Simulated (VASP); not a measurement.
Computed with PBE GGA, VASP's PBE PAW potentials (set 64) (plane waves; VASP).

Input for VASP

File KPOINTS:
```
K-points
0
G
14 14 8
0 0 0
```

File POSCAR:
```
Ru
1
    1.3550000000    -2.3469290000     0.0000000000
    1.3550000000     2.3469290000     0.0000000000
    0.0000000000     0.0000000000     4.2800000000
Ru
2
Direct
  0.3333330000   0.6666670000   0.2500000000
  0.6666670000   0.3333330000   0.7500000000
```

**INCAR**
```
LASPH = .TRUE.   ! aspherical one-centre terms
ISMEAR = 1   ! Methfessel-Paxton
LWAVE = .FALSE.
LMAXMIX = 4
LCHARG = .FALSE.
NELM = 100
SIGMA = 0.1   ! width (eV)
ISIF = 3
PREC = Accurate
IBRION = 2   ! conjugate gradients
SYSTEM = Ru
LREAL = .FALSE.   ! projection in real space or not
EDIFF = 1E-6   ! SCF stop (eV)
NSW = 60   ! most ionic steps
GGA = PE
ENCUT = 400   ! plane-wave cut-off (eV)
ALGO = Normal
EDIFFG = -0.01
```

POTCAR, in this order: Ru_pv (PBE.64 set). Program: vasp_std.

The resulting files:

**OSZICAR**
```
       N       E                     dE             d eps       ncg     rms          rms(c)
DAV:   1     0.245322146338E+03    0.24532E+03   -0.15851E+04  4354   0.143E+03
DAV:   2    -0.141761241273E+02   -0.25950E+03   -0.25423E+03  4606   0.446E+02
DAV:   3    -0.197459886612E+02   -0.55699E+01   -0.54278E+01  4536   0.703E+01
DAV:   4    -0.198040905960E+02   -0.58102E-01   -0.58060E-01  5362   0.634E+00
DAV:   5    -0.198049763232E+02   -0.88573E-03   -0.88570E-03  4664   0.669E-01    0.176E+01
DAV:   6    -0.185508683871E+02    0.12541E+01   -0.33599E+00  4364   0.192E+01    0.465E+00
DAV:   7    -0.184653099100E+02    0.85558E-01   -0.26586E-01  4424   0.489E+00    0.111E+00
DAV:   8    -0.184569485357E+02    0.83614E-02   -0.69484E-03  4412   0.988E-01    0.188E-01
DAV:   9    -0.184569361599E+02    0.12376E-04   -0.50676E-04  5598   0.238E-01    0.480E-02
DAV:  10    -0.184569412603E+02   -0.51004E-05   -0.16560E-05  4658   0.419E-02    0.190E-02
DAV:  11    -0.184569476631E+02   -0.64028E-05   -0.10107E-06  2962   0.968E-03    0.226E-03
DAV:  12    -0.184569476265E+02    0.36587E-07   -0.64160E-08  2194   0.215E-03
   1 F= -.18456948E+02 E0= -.18456478E+02  d E =-.184569E+02
       N       E                     dE             d eps       ncg     rms          rms(c)
DAV:   1    -0.189436330601E+02   -0.48669E+00   -0.10672E+01  4334   0.402E+01    0.521E+00
DAV:   2    -0.184444444030E+02    0.49919E+00   -0.15448E+00  4332   0.129E+01    0.104E+00
DAV:   3    -0.184382582770E+02    0.61861E-02   -0.61501E-02  4366   0.232E+00    0.463E-01
DAV:   4    -0.184421306960E+02   -0.38724E-02   -0.33500E-03  4510   0.506E-01    0.128E-01
DAV:   5    -0.184425987388E+02   -0.46804E-03   -0.45759E-04  5066   0.147E-01    0.457E-02
DAV:   6    -0.184425994762E+02   -0.73748E-06   -0.24726E-05  5226   0.431E-02    0.853E-03
DAV:   7    -0.184425985376E+02    0.93864E-06   -0.20981E-06  2818   0.145E-02
   2 F= -.18442599E+02 E0= -.18442104E+02  d E =0.143491E-01
       N       E                     dE             d eps       ncg     rms          rms(c)
DAV:   1    -0.187344126931E+02   -0.29181E+00   -0.58495E+00  4340   0.293E+01    0.457E+00
DAV:   2    -0.184621590662E+02    0.27225E+00   -0.81772E-01  4332   0.953E+00    0.692E-01
DAV:   3    -0.184563438001E+02    0.58153E-02   -0.40887E-02  4382   0.191E+00    0.487E-01
DAV:   4    -0.184586903025E+02   -0.23465E-02   -0.23800E-03  4492   0.429E-01    0.812E-02
DAV:   5    -0.184588509976E+02   -0.16070E-03   -0.21023E-04  5160   0.107E-01    0.317E-02
DAV:   6    -0.184588372125E+02    0.13785E-04   -0.13014E-05  4756   0.311E-02    0.615E-03
DAV:   7    -0.184588374617E+02   -0.24920E-06   -0.82387E-07  2448   0.905E-03
   3 F= -.18458837E+02 E0= -.18458359E+02  d E =-.188984E-02
       N       E                     dE             d eps       ncg     rms          rms(c)
DAV:   1    -0.184588492809E+02   -0.12068E-04   -0.27443E-04  4348   0.202E-01    0.292E-02
DAV:   2    -0.184588361808E+02    0.13100E-04   -0.37104E-05  4342   0.641E-02    0.479E-03
DAV:   3    -0.184588363070E+02   -0.12619E-06   -0.18349E-06  2440   0.131E-02
   4 F= -.18458836E+02 E0= -.18458358E+02  d E =-.188868E-02
       N       E                     dE             d eps       ncg     rms          rms(c)
DAV:   1    -0.184597511705E+02   -0.91499E-03   -0.34188E-02  4364   0.161E+00    0.182E-01
DAV:   2    -0.184590144340E+02    0.73674E-03   -0.10236E-03  4346   0.308E-01    0.761E-02
DAV:   3    -0.184588604320E+02    0.15400E-03   -0.52042E-04  5200   0.161E-01    0.161E-02
DAV:   4    -0.184588615004E+02   -0.10684E-05   -0.14838E-05  5154   0.437E-02    0.997E-03
DAV:   5    -0.184588618601E+02   -0.35973E-06   -0.11300E-06  2624   0.880E-03
   5 F= -.18458862E+02 E0= -.18458399E+02  d E =-.255531E-04
       N       E                     dE             d eps       ncg     rms          rms(c)
DAV:   1    -0.184590044664E+02   -0.14297E-03   -0.47920E-03  4364   0.603E-01    0.683E-02
DAV:   2    -0.184589005838E+02    0.10388E-03   -0.14562E-04  4350   0.115E-01    0.288E-02
DAV:   3    -0.184588782516E+02    0.22332E-04   -0.73600E-05  5142   0.606E-02    0.583E-03
DAV:   4    -0.184588781837E+02    0.67892E-07   -0.20088E-06  3114   0.165E-02
   6 F= -.18458878E+02 E0= -.18458409E+02  d E =-.418767E-04
```

### OUTCAR
```
------------------------ aborting loop because EDIFF is reached ----------------------------------------
  FORCE on cell =-STRESS in cart. coord.  units (eV):
  Direction    XX          YY          ZZ          XY          YZ          ZX
  --------------------------------------------------------------------------------------
  Total        0.0036411      0.0036411      0.0077221      0.0000000      0.0000000      0.0000000
  in kB        0.2125811      0.2125811      0.4508458      0.0000000      0.0000000      0.0000000
  external PRESSURE =       0.2920027 kB  Pullay stress =       0.0000000 kB
  volume of cell :       27.44
      direct lattice vectors                 reciprocal lattice vectors
     1.359595030 -2.354887828  0.000000000     0.367756566 -0.212324338 -0.000000000
     1.359595030  2.354887828  0.000000000     0.367756566  0.212324338 -0.000000000
     0.000000000  0.000000000  4.285585373    -0.000000000 -0.000000000  0.233340352
 POSITION                                       TOTAL-FORCE (eV/Angst)
 -----------------------------------------------------------------------------------
      1.35960      0.78496      1.07140         0.000000     -0.000000      0.000000
      1.35960     -0.78496      3.21419        -0.000000      0.000000      0.000000
 -----------------------------------------------------------------------------------
    total drift:                               -0.000000      0.000513     -0.000045
  FREE ENERGIE OF THE ION-ELECTRON SYSTEM (eV)
  ---------------------------------------------------
  free  energy   TOTEN  =       -18.4588781837 eV

  energy  without entropy=      -18.4574703386  energy(sigma->0) =      -18.45840890

 reached required accuracy - stopping structural energy minimisation
```
(Selected blocks of OUTCAR.)

CONTCAR:
```
Ru
   1.00000000000000
     1.3595950304190174   -2.3548878277336014    0.0000000000000000
     1.3595950304190174    2.3548878277336014    0.0000000000000000
     0.0000000000000000    0.0000000000000000    4.2855853732145457
  Ru
     2
Direct
     0.3333330000000032    0.6666669999999968    0.2500000000000000
     0.6666669999999968    0.3333330000000032    0.7500000000000000
```

**OUTCAR**
```
 val. band max:       12.6331442353   @ k =   0.2857   0.1429   0.1250

 cond. band min:      12.6572490903   @ k =   0.4286   0.0714   0.2500


 Fermi energy:        12.6339948679

 k-point     1 :       0.0000    0.0000    0.0000
  band No.  band energies     occupation
      1     -30.9695      2.00000
      2     -30.0616      2.00000
      3     -30.0616      2.00000
      4     -29.8939      2.00000
      5     -29.8939      2.00000
      6     -29.8567      2.00000
      7       4.7200      2.00000
      8       6.5287      2.00000
      9      10.0950      2.00000
     10      10.0950      2.00000
     11      10.3026      2.00000
     12      10.7735      2.00000
     13      10.7735      2.00000
     14      11.2487      2.00000
     15      11.2488      2.00000
     16      13.8100     -0.00000
     17      13.8100     -0.00000
     18      13.9760     -0.00000

 k-point     2 :       0.0714    0.0000    0.0000
  band No.  band energies     occupation
      1     -30.9528      2.00000
      2     -30.0966      2.00000
      3     -30.0737      2.00000
      4     -29.9303      2.00000
      5     -29.8985      2.00000
      6     -29.8643      2.00000
      7       4.9066      2.00000
      8       6.6697      2.00000
      9       9.7675      2.00000
     10      10.2453      2.00000
     11      10.5815      2.00000
     12      10.7005      2.00000
     13      10.9117      2.00000
     14      11.0633      2.00000
     15      11.1352      2.00000
     16      12.5251      2.06410
     17      13.8812     -0.00000
     18      15.5198      0.00000

 k-point     3 :       0.1429    0.0000    0.0000
  band No.  band energies     occupation
      1     -30.9043      2.00000
      2     -30.1950      2.00000
      3     -30.1061      2.00000
      4     -30.0316      2.00000
      5     -29.9124      2.00000
      6     -29.8882      2.00000
      7       5.4318      2.00000
      8       7.0278      2.00000
      9       9.3272      2.00000
...
```

The compound is Ru in the hcp structure. This run relaxes it. Symmetry was kept, so distortions that lower it aren't found.
